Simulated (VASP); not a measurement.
# How smearing and k-mesh change a VASP run on SiO2 (Quartz), part 3 of 4

How sensitive are energy, pressure and forces of SiO2 (Quartz) to the smearing and k-mesh? The series runs use r2SCAN. The start is a cell from a database of measured crystal structures.

VASP 6.6.1; r2SCAN; plane waves and PAW (Si, O).

So far. Step 11 (Smearing: ISMEAR = 1, SIGMA = 0.5): Against the run before the energy at zero width moves by +1.69 meV an atom and the pressure by -0.05 GPa, after 13 cycles in 42 s. The entropy term T·S comes to 9.55 meV an atom in size. Step 12 (Smearing: ISMEAR = -5): Against the first of the series the energy at zero width stays within 0.01 meV an atom and the pressure within 0.01 GPa, after 13 cycles in 51 s.

### Step 13. The smearing series as a table

This step: convergence of r2SCAN results with the smearing; plane waves and PAW (VASP 6.6.1).

This step runs nothing: it gathers the runs above.

Differences are taken from the run with ISMEAR = 0, SIGMA = 0.01. Results of the series, by row:

```tsv
setting	status	energy less the reference (meV/atom)	pressure (GPa)	largest force difference (meV/Å)	gap (eV)	SCF cycles	wall time (s)
ISMEAR = 0, SIGMA = 0.01	converged	0	1.87	0	6.657	13	43
ISMEAR = 0, SIGMA = 0.05	converged	0	1.87	0	6.657	13	42
ISMEAR = 0, SIGMA = 0.1	converged	0	1.87	0	6.657	13	42
ISMEAR = 0, SIGMA = 0.2	converged	0	1.87	0	6.657	13	43
ISMEAR = 0, SIGMA = 0.5	converged	0	1.87	0	6.657	13	42
ISMEAR = 1, SIGMA = 0.01	converged	0	1.87	0	6.657	13	41
ISMEAR = 1, SIGMA = 0.05	converged	0.009207	1.87	1.094	6.657	13	42
ISMEAR = 1, SIGMA = 0.1	converged	0.06487	1.867	1.443	6.657	13	42
ISMEAR = 1, SIGMA = 0.2	converged	0.3295	1.856	3.064	6.657	13	42
ISMEAR = 1, SIGMA = 0.5	converged	2.017	1.807	5.079	6.658	13	42
ISMEAR = -5	converged	0	1.87	0	6.657	13	51
```

### Step 14. K-mesh: 2 2 1

This step: r2SCAN; plane waves and PAW (Si, O) (VASP 6.6.1).

The sum over the zone converges with the mesh, fast for insulators and slowly for metals.

Input file INCAR:

```
SYSTEM = SiO2
PREC = Accurate
ENCUT = 520
EDIFF = 1E-06
NELM = 100
ISMEAR = -1
SIGMA = 0.05
LREAL = .FALSE.
ALGO = Normal
METAGGA = R2SCAN
LASPH = .TRUE.
NBANDS = 33
LORBIT = 11
LWAVE = .FALSE.
LCHARG = .FALSE.
NCORE = 8
ISIF = 2
```

Input file POSCAR:

```
SiO2
1.0
    4.9158000000      0.0000000000      0.0000000000
   -2.4579000000      4.2572076799      0.0000000000
    0.0000000000      0.0000000000      5.4091000000
Si O
3 6
Direct
    0.5303000000      0.0000000000      0.3333333333
    0.0000000000      0.5303000000      0.6666666667
    0.4697000000      0.4697000000      0.0000000000
    0.1462000000      0.4142000000      0.8810000000
    0.5858000000      0.7320000000      0.2143333333
    0.2680000000      0.8538000000      0.5476666667
    0.4142000000      0.1462000000      0.1190000000
    0.7320000000      0.5858000000      0.7856666667
    0.8538000000      0.2680000000      0.4523333333
```

Input file KPOINTS:

```
Automatic mesh
0
Gamma
2 2 1
0 0 0
```

PAW data sets: Si and O (PBE family, release 64).

On the command line:

```sh
> mpirun -np 8 vasp_std
```

What it wrote:

```text
[banner, memory and clock lines left out]
running    8 mpi-ranks, on    1 nodes
 distrk:  each k-point on    8 cores,    1 groups
 distr:  one band on    8 cores,    1 groups

 POSCAR found type information on POSCAR SiO
 POSCAR found :  2 types and       9 ions
 [... a notice as in an earlier step ...]

 [... a notice as in an earlier step ...]

 LDA part: xc-table for (None), standard interpolation
 POSCAR, INCAR and KPOINTS ok, starting setup
 FFT: planning ... GRIDC
 FFT: planning ... GRID_SOFT
 FFT: planning ... GRID
 WAVECAR not read
 entering main loop
       N       E                     dE             d eps       ncg     rms          rms(c)
DAV:   1     0.244000119945E+03    0.24400E+03   -0.25531E+04   140   0.135E+03
DAV:   2    -0.956638725986E+02   -0.33966E+03   -0.32981E+03   168   0.320E+02
DAV:   3    -0.112983377260E+03   -0.17320E+02   -0.17247E+02   168   0.740E+01
DAV:   4    -0.113163809510E+03   -0.18043E+00   -0.18024E+00   168   0.844E+00
DAV:   5    -0.113166636949E+03   -0.28274E-02   -0.28261E-02   168   0.104E+00    0.262E+01
DAV:   6    -0.889430944333E+02    0.24224E+02   -0.20713E+01   160   0.238E+01    0.150E+01
DAV:   7    -0.893257140032E+02   -0.38262E+00   -0.32100E+00   168   0.920E+00    0.538E+00
DAV:   8    -0.894251265718E+02   -0.99413E-01   -0.23896E-01   160   0.332E+00    0.170E+00
DAV:   9    -0.894446488229E+02   -0.19522E-01   -0.92935E-02   168   0.169E+00    0.499E-01
DAV:  10    -0.894451876420E+02   -0.53882E-03   -0.33727E-03   160   0.355E-01    0.186E-01
DAV:  11    -0.894456485945E+02   -0.46095E-03   -0.50909E-04   168   0.165E-01    0.485E-02
DAV:  12    -0.894456386089E+02    0.99857E-05   -0.22442E-05   160   0.320E-02    0.248E-02
DAV:  13    -0.894456376506E+02    0.95831E-06   -0.58919E-06   168   0.141E-02
   1 F= -.89445638E+02 E0= -.89445638E+02  d E =-.111676E-10
```

Run time: 8.8 s. Hardware: 8 MPI ranks of AMD EPYC 7R43, shared host; peak memory 0.79 GiB.

From OUTCAR (step 14):

```text
   k-points           NKPTS =      2   k-points in BZ     NKDIM =      2   number of bands    NBANDS=     33

   NELECT =      48.0000    total number of electrons

 E-fermi :   1.8860

 k-point     1 :       0.0000    0.0000    0.0000
  band No.  band energies     occupation
    ...
     20      -0.3932      2.00000
     21      -0.3932      2.00000
     22      -0.0699      2.00000
     23       0.3107      2.00000
     24       0.3107      2.00000
     25       7.2744      0.00000
     26      10.7267      0.00000
     27      10.7267      0.00000
     28      11.2486      0.00000
     29      11.2487      0.00000
    ...

  Total        1.3579507      1.3579507      0.5616995      0.0000000      0.0000000      0.0000000
  in kB       19.2198738     19.2198738      7.9500631      0.0000000      0.0000000      0.0000000
  external PRESSURE =      15.4632702 kB  Pullay stress =       0.0000000 kB

 POSITION                                       TOTAL-FORCE (eV/Angst)
 -----------------------------------------------------------------------------------
      2.60685      0.00000      1.80303         0.009785     -0.000000     -0.000000
     -1.30342      2.25760      3.60607        -0.004892      0.008474      0.000000
      1.15448      1.99961      0.00000        -0.004892     -0.008474      0.000000
     -0.29937      1.76334      4.76542         0.005199     -0.083866      0.026284
      1.08049      3.11628      1.15935         0.070031      0.046435      0.026284
     -0.78112      3.63480      2.96238        -0.075229      0.037431      0.026284
      1.67678      0.62240      0.64368        -0.075229     -0.037431     -0.026284
      2.15853      2.49387      4.24975         0.005199      0.083866     -0.026284
      3.53839      1.14093      2.44672         0.070031     -0.046435     -0.026284
 -----------------------------------------------------------------------------------
    total drift:                                0.000026      0.000045     -0.000000

  FREE ENERGIE OF THE ION-ELECTRON SYSTEM (eV)
  ---------------------------------------------------
  free  energy   TOTEN  =       -89.4456376506 eV

  energy  without entropy=      -89.4456376505  energy(sigma->0) =      -89.44563765

[... 7 parts as in an earlier step ...]

[... 5 further parts left out ...]
```

Numbers from this step:

- irreducible k-points: 2
- free energy (TOTEN): -89.4456 eV
- Fermi energy: 1.886 eV
- pressure: 1.546 GPa
- valence top at k: 0.5, 0, 0
- gap on the k-mesh: 6.685 eV
- least direct gap on the k-mesh: 6.964 eV

The series starts at -9.9384 eV an atom and 1.55 GPa, after 13 cycles in 8.8 s.

### Step 15. K-mesh: 2 2 2

INCAR is that of step 14.

POSCAR is that of step 14.

Input file KPOINTS:

```
Automatic mesh
0
Gamma
2 2 2
0 0 0
```

On the command line:

```sh
> mpirun -np 8 vasp_std
```

What it wrote:

```text
[... set-up lines as in an earlier step ...]
 entering main loop
       N       E                     dE             d eps       ncg     rms          rms(c)
DAV:   1     0.237001142697E+03    0.23700E+03   -0.25707E+04   272   0.137E+03
DAV:   2    -0.966019273997E+02   -0.33360E+03   -0.31918E+03   342   0.317E+02
DAV:   3    -0.112992531367E+03   -0.16391E+02   -0.16332E+02   336   0.724E+01
DAV:   4    -0.113160607433E+03   -0.16808E+00   -0.16794E+00   328   0.818E+00
[...]
DAV:  11    -0.894179375113E+02   -0.43443E-03   -0.44077E-04   320   0.155E-01    0.493E-02
DAV:  12    -0.894179278998E+02    0.96115E-05   -0.19458E-05   320   0.294E-02    0.247E-02
DAV:  13    -0.894179269117E+02    0.98809E-06   -0.58279E-06   328   0.139E-02
   1 F= -.89417927E+02 E0= -.89417927E+02  d E =-.759718E-10
```

The job ended after 12 s (8 MPI ranks; peak memory 0.84 GiB; 74 s of CPU time).

OUTCAR, selected parts (step 15):

```text
  Total        1.2848077      1.2848077      1.3493039      0.0000000      0.0000000      0.0000000
  in kB       18.1846380     18.1846380     19.0974910      0.0000000      0.0000000      0.0000000
  external PRESSURE =      18.4889224 kB  Pullay stress =       0.0000000 kB

 POSITION                                       TOTAL-FORCE (eV/Angst)
 -----------------------------------------------------------------------------------
      2.60685      0.00000      1.80303         0.014723      0.000000      0.000000
     -1.30342      2.25760      3.60607        -0.007362      0.012751      0.000000
      1.15448      1.99961      0.00000        -0.007362     -0.012751      0.000000
     -0.29937      1.76334      4.76542        -0.052856     -0.100844      0.047465
      1.08049      3.11628      1.15935         0.113762      0.004647      0.047465
     -0.78112      3.63480      2.96238        -0.060905      0.096197      0.047465
      1.67678      0.62240      0.64368        -0.060905     -0.096197     -0.047465
      2.15853      2.49387      4.24975        -0.052856      0.100844     -0.047465
      3.53839      1.14093      2.44672         0.113762     -0.004647     -0.047465
 -----------------------------------------------------------------------------------
    total drift:                                0.000027      0.000046     -0.000000

  FREE ENERGIE OF THE ION-ELECTRON SYSTEM (eV)
  ---------------------------------------------------
  free  energy   TOTEN  =       -89.4179269117 eV

  energy  without entropy=      -89.4179269116  energy(sigma->0) =      -89.41792691

[... 1 part as in an earlier step ...]

[... 2 further parts left out ...]
[key lines of the parts left out:]
E-fermi :   1.7645
```

Against the run before the energy moves by +3.08 meV an atom and the pressure by +0.30 GPa, after 13 cycles in 12 s.

### Step 16. K-mesh: 3 3 2

INCAR: that of step 15 with these lines changed.

```diff
@@ -15,3 +15,4 @@
 LCHARG = .FALSE.
-NCORE = 8
+KPAR = 2
+NCORE = 4
 ISIF = 2
```

POSCAR is that of step 15.

Input file KPOINTS:

```
Automatic mesh
0
Gamma
3 3 2
0 0 0
```

On the command line:

```sh
> mpirun -np 8 vasp_std
```

What it wrote:

```text
[banner, memory and clock lines left out]
running    8 mpi-ranks, on    1 nodes
[...]
[... a notice as in an earlier step ...]

 LDA part: xc-table for (None), standard interpolation
 POSCAR, INCAR and KPOINTS ok, starting setup
[...]
entering main loop
       N       E                     dE             d eps       ncg     rms          rms(c)
DAV:   1     0.258513396755E+03    0.25851E+03   -0.25663E+04   396   0.137E+03
DAV:   2    -0.948677107611E+02   -0.35338E+03   -0.34124E+03   516   0.318E+02
DAV:   3    -0.112976695852E+03   -0.18109E+02   -0.18036E+02   503   0.769E+01
DAV:   4    -0.113163039393E+03   -0.18634E+00   -0.18620E+00   488   0.866E+00
[...]
DAV:  11    -0.894227128327E+02   -0.40972E-03   -0.40011E-04   464   0.147E-01    0.452E-02
DAV:  12    -0.894227049791E+02    0.78536E-05   -0.17165E-05   496   0.278E-02    0.220E-02
DAV:  13    -0.894227045132E+02    0.46581E-06   -0.44468E-06   432   0.125E-02
   1 F= -.89422705E+02 E0= -.89422705E+02  d E =-.658561E-10
```

The job ended after 15 s (8 MPI ranks; peak memory 0.95 GiB; 92 s of CPU time).

Parts of OUTCAR (step 16):

```text
  Total        1.3110580      1.3110580      1.3418166      0.0000000      0.0000000      0.0000000
  in kB       18.5561733     18.5561733     18.9915187      0.0000000      0.0000000      0.0000000
  external PRESSURE =      18.7012885 kB  Pullay stress =       0.0000000 kB

 POSITION                                       TOTAL-FORCE (eV/Angst)
 -----------------------------------------------------------------------------------
      2.60685      0.00000      1.80303         0.015439     -0.000000      0.000000
     -1.30342      2.25760      3.60607        -0.007720      0.013371      0.000000
      1.15448      1.99961      0.00000        -0.007720     -0.013371      0.000000
     -0.29937      1.76334      4.76542        -0.054333     -0.094299      0.051461
      1.08049      3.11628      1.15935         0.108832      0.000096      0.051461
     -0.78112      3.63480      2.96238        -0.054499      0.094203      0.051461
      1.67678      0.62240      0.64368        -0.054499     -0.094203     -0.051461
      2.15853      2.49387      4.24975        -0.054333      0.094299     -0.051461
      3.53839      1.14093      2.44672         0.108832     -0.000096     -0.051461
 -----------------------------------------------------------------------------------
    total drift:                                0.000026      0.000046     -0.000000

  FREE ENERGIE OF THE ION-ELECTRON SYSTEM (eV)
  ---------------------------------------------------
  free  energy   TOTEN  =       -89.4227045132 eV

  energy  without entropy=      -89.4227045132  energy(sigma->0) =      -89.42270451

[... 1 part as in an earlier step ...]

[... 2 further parts left out ...]
[key lines of the parts left out:]
E-fermi :   1.7639
```

Against the run before the energy moves by -0.53 meV an atom and the pressure by +0.02 GPa, after 13 cycles in 15 s.

### Step 17. K-mesh: 4 4 3

INCAR: that of step 16 with these lines changed.

```diff
@@ -15,4 +15,4 @@
 LCHARG = .FALSE.
-KPAR = 2
-NCORE = 4
+KPAR = 4
+NCORE = 2
 ISIF = 2
```

POSCAR is that of step 16.

Input file KPOINTS:

```
Automatic mesh
0
Gamma
4 4 3
0 0 0
```

On the command line:

```sh
> mpirun -np 8 vasp_std
```

What it wrote:

```text
[banner, memory and clock lines left out]
running    8 mpi-ranks, on    1 nodes
[...]
[... a notice as in an earlier step ...]

 LDA part: xc-table for (None), standard interpolation
 POSCAR, INCAR and KPOINTS ok, starting setup
[...]
entering main loop
       N       E                     dE             d eps       ncg     rms          rms(c)
DAV:   1     0.261572924251E+03    0.26157E+03   -0.25722E+04   594   0.137E+03
DAV:   2    -0.934787091740E+02   -0.35505E+03   -0.34184E+03   756   0.319E+02
DAV:   3    -0.112957774973E+03   -0.19479E+02   -0.19398E+02   756   0.784E+01
DAV:   4    -0.113163223012E+03   -0.20545E+00   -0.20520E+00   748   0.900E+00
[...]
DAV:  11    -0.894233115742E+02   -0.39930E-03   -0.38800E-04   692   0.145E-01    0.433E-02
DAV:  12    -0.894233047316E+02    0.68425E-05   -0.15437E-05   748   0.266E-02    0.213E-02
DAV:  13    -0.894233043400E+02    0.39166E-06   -0.41725E-06   660   0.121E-02
   1 F= -.89423304E+02 E0= -.89423304E+02  d E =-.611863E-10
```

Wall time 25 s (8 MPI ranks); peak memory 1.3 GiB; 2.6 min of CPU time.

OUTCAR, selected parts (step 17):

```text
  Total        1.3118537      1.3118537      1.3428429      0.0000000     -0.0000000      0.0000000
  in kB       18.5674361     18.5674361     19.0060438      0.0000000     -0.0000000      0.0000000
  external PRESSURE =      18.7136387 kB  Pullay stress =       0.0000000 kB

 POSITION                                       TOTAL-FORCE (eV/Angst)
 -----------------------------------------------------------------------------------
      2.60685      0.00000      1.80303         0.015248      0.000000     -0.000000
     -1.30342      2.25760      3.60607        -0.007624      0.013205      0.000000
      1.15448      1.99961      0.00000        -0.007624     -0.013205      0.000000
     -0.29937      1.76334      4.76542        -0.054347     -0.094390      0.051432
      1.08049      3.11628      1.15935         0.108918      0.000129      0.051432
     -0.78112      3.63480      2.96238        -0.054571      0.094261      0.051432
      1.67678      0.62240      0.64368        -0.054571     -0.094261     -0.051432
      2.15853      2.49387      4.24975        -0.054347      0.094390     -0.051432
      3.53839      1.14093      2.44672         0.108918     -0.000129     -0.051432
 -----------------------------------------------------------------------------------
    total drift:                                0.000027      0.000046     -0.000000

  FREE ENERGIE OF THE ION-ELECTRON SYSTEM (eV)
  ---------------------------------------------------
  free  energy   TOTEN  =       -89.4233043400 eV

  energy  without entropy=      -89.4233043399  energy(sigma->0) =      -89.42330434

[... 1 part as in an earlier step ...]

[... 2 further parts left out ...]
[key lines of the parts left out:]
E-fermi :   1.7638
```

Against the run before the energy moves by -0.07 meV an atom while the pressure stays within 0.01 GPa, after 13 cycles in 25 s.

### Step 18. K-mesh: 5 5 4

INCAR: that of step 17 with these lines changed.

```diff
@@ -15,4 +15,3 @@
 LCHARG = .FALSE.
-KPAR = 4
-NCORE = 2
+KPAR = 8
 ISIF = 2
```

POSCAR is that of step 17.

Input file KPOINTS:

```
Automatic mesh
0
Gamma
5 5 4
0 0 0
```

On the command line:

```sh
> mpirun -np 8 vasp_std
```

What it wrote:

```text
[... set-up lines as in an earlier step ...]
 entering main loop
       N       E                     dE             d eps       ncg     rms          rms(c)
DAV:   1     0.252835347733E+03    0.25284E+03   -0.26075E+04  1122   0.138E+03
DAV:   2    -0.945293682329E+02   -0.34736E+03   -0.33535E+03  1440   0.314E+02
[... 5 cycles as in an earlier step ...]
DAV:   8    -0.894017846200E+02   -0.10161E+00   -0.19886E-01  1364   0.310E+00    0.165E+00
[... 4 cycles as in an earlier step ...]
DAV:  13    -0.894230516265E+02    0.36012E-06   -0.40628E-06  1260   0.120E-02
   1 F= -.89423052E+02 E0= -.89423052E+02  d E =-.598538E-10
```

Elapsed: 54 s, on 8 MPI ranks; peak memory 2 GiB; 5.6 min of CPU time.

From OUTCAR (step 18):

```text
  Total        1.3110674      1.3110674      1.3421738      0.0000000     -0.0000000      0.0000000
  in kB       18.5563073     18.5563073     18.9965748      0.0000000     -0.0000000      0.0000000
  external PRESSURE =      18.7030631 kB  Pullay stress =       0.0000000 kB

[... 5 parts as in an earlier step ...]

[... 1 further part left out ...]
[key lines of the parts left out:]
E-fermi :   1.7638
```

Against the run before the energy moves by +0.03 meV an atom while the pressure stays within 0.01 GPa, after 13 cycles in 54 s.

### Step 19. K-mesh: 6 6 5

INCAR is that of step 18.

POSCAR is that of step 18.

Input file KPOINTS:

```
Automatic mesh
0
Gamma
6 6 5
0 0 0
```

On the command line:

```sh
> mpirun -np 8 vasp_std
```

What it wrote:

```text
[... set-up lines as in an earlier step ...]
 entering main loop
       N       E                     dE             d eps       ncg     rms          rms(c)
DAV:   1     0.252766619793E+03    0.25277E+03   -0.25949E+04  1782   0.138E+03
DAV:   2    -0.948838679299E+02   -0.34765E+03   -0.33560E+03  2311   0.316E+02
DAV:   3    -0.112976076702E+03   -0.18092E+02   -0.18019E+02  2236   0.764E+01
DAV:   4    -0.113163479763E+03   -0.18740E+00   -0.18724E+00  2228   0.870E+00
[...]
DAV:  11    -0.894231996382E+02   -0.39959E-03   -0.38586E-04  2116   0.145E-01    0.432E-02
DAV:  12    -0.894231927928E+02    0.68454E-05   -0.15603E-05  2252   0.267E-02    0.211E-02
DAV:  13    -0.894231924811E+02    0.31172E-06   -0.40094E-06  1996   0.119E-02
   1 F= -.89423192E+02 E0= -.89423192E+02  d E =-.574417E-10
```

The job ended after 68 s (8 MPI ranks; peak memory 2.2 GiB).

From OUTCAR (step 19):

```text
  Total        1.3118297      1.3118297      1.3423739     -0.0000000      0.0000000      0.0000000
  in kB       18.5670965     18.5670965     18.9994063     -0.0000000      0.0000000      0.0000000
  external PRESSURE =      18.7111998 kB  Pullay stress =       0.0000000 kB

 POSITION                                       TOTAL-FORCE (eV/Angst)
 -----------------------------------------------------------------------------------
      2.60685      0.00000      1.80303         0.015255     -0.000000     -0.000000
     -1.30342      2.25760      3.60607        -0.007627      0.013211     -0.000000
      1.15448      1.99961      0.00000        -0.007627     -0.013211     -0.000000
     -0.29937      1.76334      4.76542        -0.054335     -0.094380      0.051436
      1.08049      3.11628      1.15935         0.108903      0.000134      0.051436
     -0.78112      3.63480      2.96238        -0.054568      0.094246      0.051436
      1.67678      0.62240      0.64368        -0.054568     -0.094246     -0.051436
      2.15853      2.49387      4.24975        -0.054335      0.094380     -0.051436
      3.53839      1.14093      2.44672         0.108903     -0.000134     -0.051436
 -----------------------------------------------------------------------------------
    total drift:                                0.000027      0.000046     -0.000000

  FREE ENERGIE OF THE ION-ELECTRON SYSTEM (eV)
  ---------------------------------------------------
  free  energy   TOTEN  =       -89.4231924811 eV

  energy  without entropy=      -89.4231924811  energy(sigma->0) =      -89.42319248

[... 1 part as in an earlier step ...]

[... 2 further parts left out ...]
[key lines of the parts left out:]
E-fermi :   1.7638
```

Against the run before the energy moves by -0.02 meV an atom while the pressure stays within 0.01 GPa, after 13 cycles in 68 s.

(Part 3 of 4 ends here.)

[Lines on the potential files, build, host, timing and source positions are cut from VASP's logs without a mark.]

[Logs are printed without paths, hosts, clocks, repeated set-up lines and the standing remarks that a program may print on its own settings, such as how far it seeks lower states.]

[Hosts, paths, dates, database ids (printed as entryN), source tags and the programs' standing remarks are cut or masked in the printed files.]

[A measured line is paired with the nearest computed mode of its activity, which favours agreement.]
